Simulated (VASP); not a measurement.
Input:

```xyz
6
Lattice="3.6570 0.0000 0.0000 -1.8285 3.1671 0.0000 0.0000 0.0000 10.9328" Properties=species:S:1:pos:R:3 pbc="T T T"
Ge     0.0000     2.1114     2.7332
Ge     1.8285     1.0557     8.1996
Se     0.0000     2.1114     6.5504
Se     1.8285     1.0557     1.0840
Se     1.8285     1.0557     4.3825
Se     0.0000     2.1114     9.8489
```

Level of theory: PBEsol GGA, VASP's PBE PAW potentials (set 64) (plane waves; VASP). Settings: 400 eV cut-off, 11×11×3 Γ-centred mesh, tetrahedra with Blöchl corrections, potentials Ge_d Se.

The cores are frozen, which limits the accuracy of field gradients. Without a dispersion term in the relaxation, distances and binding between the weakly bound layers, chains or molecules are unreliable, and so is what depends on them.

Question: Give the principal components of the electric field gradient (V/Å²) and the asymmetry η at each nucleus.

Answer: 
```json
[
 {"atom": "Ge1", "Vxx": "4.9", "Vyy": "4.9", "Vzz": "-9.8", "η": "0.00"},
 {"atom": "Ge2", "Vxx": "4.9", "Vyy": "4.9", "Vzz": "-9.8", "η": "0.00"},
 {"atom": "Se3", "Vxx": "-71.0", "Vyy": "-71.0", "Vzz": "142.0", "η": "0.00"},
 {"atom": "Se4", "Vxx": "-71.0", "Vyy": "-71.0", "Vzz": "142.0", "η": "0.00"},
 {"atom": "Se5", "Vxx": "-71.0", "Vyy": "-71.0", "Vzz": "142.0", "η": "0.00"},
 {"atom": "Se6", "Vxx": "-71.0", "Vyy": "-71.0", "Vzz": "142.0", "η": "0.00"}
]
```

The structure was generated: GeSe2 was put into the 2H-MoS2 type (P6_3/mmc), which need not be its known phase. It was relaxed first, which changed the volume by +18 %.
